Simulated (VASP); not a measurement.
Here is the system:

```
ZnO
1.0
    1.65750    -2.87087     0.00000
    1.65750     2.87087     0.00000
    0.00000     0.00000     5.31420
Zn O
2 2
Direct
  0.66667   0.33333   0.50000
  0.33333   0.66667   0.00000
  0.66667   0.33333   0.88200
  0.33333   0.66667   0.38200
```

The numbers are results of PBE GGA, VASP's PBE PAW potentials (set 64) (plane waves; VASP 6.6.1), not measurements. Numerical set-up: 550 eV cut-off, 7×7×4 Γ-centred mesh, Gaussian smearing of 0.050 eV, potentials Zn O.

Question: Give the stress tensor in GPa (positive for a compressed cell).

Answer: 
```
-2.44   0.00   0.00
 0.00  -2.44   0.00
 0.00   0.00  -2.13
```
The pressure is its mean diagonal, -2.34 GPa.

The compound is ZnO in the wurtzite structure. The cell was not relaxed at this level. The run is one of a series of settings (ENCUT = 550 against the base run), some of them coarse on purpose.
